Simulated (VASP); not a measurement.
Consider the following.

```xyz
2
Lattice="0.0000 3.1906 3.1906 3.1906 0.0000 3.1906 3.1906 3.1906 0.0000" Properties=species:S:1:pos:R:3 pbc="T T T"
K      0.0000     0.0000     0.0000
Br     3.1906     3.1906     3.1906
```

Method: LDA (Ceperley-Alder, Perdew-Zunger), VASP's LDA PAW potentials (set 64) (plane waves; VASP). Run with 520 eV cut-off, 8×8×8 Γ-centred mesh, tetrahedra with Blöchl corrections, potentials K_sv Br.

**Question.** Tabulate the total density of states (states/eV per cell) against energy (eV; zero at the valence-band maximum or, without a gap, the Fermi level).

**Answer.** 
```
E (eV) | DOS (states/eV)
    -9.96 |  0.00
    -9.60 |  0.00
    -9.36 |  0.00
    -9.00 |  0.00
    -8.76 |  0.00
    -8.40 |  0.00
    -8.16 |  0.00
    -7.80 |  0.00
    -7.56 |  0.00
    -7.20 |  0.00
    -6.96 |  0.00
    -6.60 |  0.00
    -6.36 |  0.00
    -6.00 |  0.00
    -5.76 |  0.00
    -5.40 |  0.00
    -5.16 |  0.00
    -4.80 |  0.00
    -4.56 |  0.00
    -4.20 |  0.00
    -3.96 |  0.00
    -3.60 |  0.00
    -3.36 |  0.00
    -3.00 |  0.00
    -2.76 |  0.00
    -2.40 |  0.00
    -2.16 |  0.00
    -1.80 |  0.00
    -1.56 |  0.00
    -1.20 | ######### 2.71
    -0.96 | ############### 4.74
    -0.60 | ################ 5.07
    -0.36 | ############################## 9.48
     0.00 | # 0.18
     0.24 |  0.00
     0.60 |  0.00
     0.84 |  0.00
     1.20 |  0.00
     1.44 |  0.00
     1.80 |  0.00
     2.04 |  0.00
     2.40 |  0.00
     2.64 |  0.00
     3.00 |  0.00
     3.24 |  0.00
     3.60 |  0.00
     3.84 |  0.00
     4.20 |  0.00
     4.44 |  0.01
     4.80 |  0.08
     5.04 |  0.12
     5.40 | # 0.19
     5.64 | ## 0.51
     6.00 | #### 1.12
     6.24 | #### 1.36
     6.60 | ######## 2.42
     6.84 | ####### 2.17
     7.20 | #### 1.26
     7.44 | ###### 1.85
     7.80 | ####### 2.05
```
Within 2 eV below the valence-band maximum the largest weight inside VASP's projection spheres is Br p.

The compound is KBr in the rock salt structure. It was relaxed first, which changed the volume by -10 %.
